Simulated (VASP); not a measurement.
Input:

```
BaTiO3
1.0
    2.82954     1.63364     2.32017
   -2.82954     1.63364     2.32017
    0.00000    -3.26728     2.32017
Ba Ti O
1 1 3
Direct
  0.99882   0.99882   0.99882
  0.48654   0.48654   0.48654
  0.51053   0.51053   0.01788
  0.01788   0.51053   0.51053
  0.51053   0.01788   0.51053
```

Method: PBEsol GGA, VASP's PBE PAW potentials (set 64) (plane waves; VASP). Run with 520 eV cut-off, 7×7×7 Γ-centred mesh, Gaussian smearing of 0.010 eV, potentials Ba_sv Ti_sv O.

Q: Predict the energy per atom (σ→0).

A: 
```
Property                       Result
---------------------  --------------
energy per atom (σ→0)  -8.402 eV/atom
```

The structure comes from a measured BaTiO3 entry (R3m) of the Crystallography Open Database, whose conditions weren't checked. It was relaxed first.
